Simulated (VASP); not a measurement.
An input for Ansatz (written as the equivalent of a VASP run, and not itself run):

Ansatz 0.2 input:
```yaml
crystal:
  lattice:
    - [2.8891790, 0.0000000, 0.0000000]
    - [0.0000000, 2.8891790, 0.0000000]
    - [0.0000000, 0.0000000, 2.8891790]
  atoms:
    - { symbol: Al, position: [0.5000000, 0.5000000, 0.5000000] }
    - { symbol: Fe, position: [0.0000000, 0.0000000, 0.0000000] }
kpoints:
  mp_grid: { grid: [14, 14, 14] }
hamiltonian:
  xc: rpbe
  pseudopotentials: { kind: paw }
scf:
  occupations: { method: tetrahedron }
  max_iter: 100
output: { forces: true, stress: true, eigenvalues: true }
```

Question: Translate this input to VASP (INCAR, KPOINTS, POSCAR, choice of POTCAR).

Answer: One answer among several that fit: 
INCAR:
```
LREAL  =  .FALSE.
NEDOS  =  601   # DOS grid
LASPH  =  .TRUE.
PREC  =  Accurate
NELM  =  100   # most electronic steps
GGA  =  RP   # RPBE
ISMEAR  =  -5   # tetrahedra, Bloechl
EDIFF  =  1E-7
LORBIT  =  11
LCHARG  =  .TRUE.
ALGO  =  Normal
ENCUT  =  520
LMAXMIX  =  4   # l cut-off of mixed one-centre charges
ISIF  =  2
LWAVE  =  .FALSE.
SYSTEM  =  FeAl
```

KPOINTS:
```
Automatic mesh
0
Gamma
14 14 14
0 0 0
```

POSCAR:
```
FeAl
1.0
  2.8891789893   0.0000000000   0.0000000000
  0.0000000000   2.8891789893   0.0000000000
  0.0000000000   0.0000000000   2.8891789893
Al Fe
1 1
Cartesian
  1.4445894946   1.4445894946   1.4445894946
  0.0000000000   0.0000000000   0.0000000000
```

POTCAR, in this order: Al Fe (PBE.64 set). Program: vasp_std.

The two are equivalent in intent, not identical: each code has its own PAW files, so the cut-off isn't converted (ENCUT is set for VASP's; basis.ecutwfc is left out, and Ansatz then takes the one that its files recommend); Ansatz stops its SCF on the density residual and VASP on the energy change (EDIFF).

The compound is FeAl in the CsCl type structure. It was relaxed first.
